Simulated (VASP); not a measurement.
Crystal: PbSe.

```
Pb Se
1.0
     0.00000    3.06065    3.06065
     3.06065    0.00000    3.06065
     3.06065    3.06065    0.00000
Pb Se
1 1
Direct
  0.00000 0.00000 0.00000
  0.50000 0.50000 0.50000
```

| Property | Result |
| --- | --- |
| Program | VASP 6.6.1 |
| Task | relaxation of cell and atoms |
| Functional | LDA |
| Potentials or basis | VASP PAW LDA potentials, release 64 (Pb_d, Se) |
| Cutoff | 600 eV |
| k mesh | 10 × 10 × 10 |
| Occupations | gaussian, width 0.03 eV |
| Spin | no spin polarisation |

At the start: pressure -2.0 GPa; volume 28.67 Å³/atom.

**Question.** Where does the relaxation end?

**Answer.** Over 3 steps the energy falls by 6.5 meV/atom and the volume is 27.64 Å³/atom (-3.6 %); space group Fm-3m (No. 225, to 0.05 Å).

The path:
```
step  energy change (eV)  largest force (eV/Å)  pressure (GPa)  volume (Å³)
   1              0.0000                0.0000           -1.97        57.34
   2             -0.0108                0.0000            0.86        54.47
   3             -0.0129                0.0000           -0.02        55.28
```

Final structure:
```
Pb Se
1.0
     0.00000    3.02354    3.02354
     3.02354    0.00000    3.02354
     3.02354    3.02354    0.00000
Pb Se
1 1
Direct
  0.00000 0.00000 0.00000
  0.50000 0.50000 0.50000
```
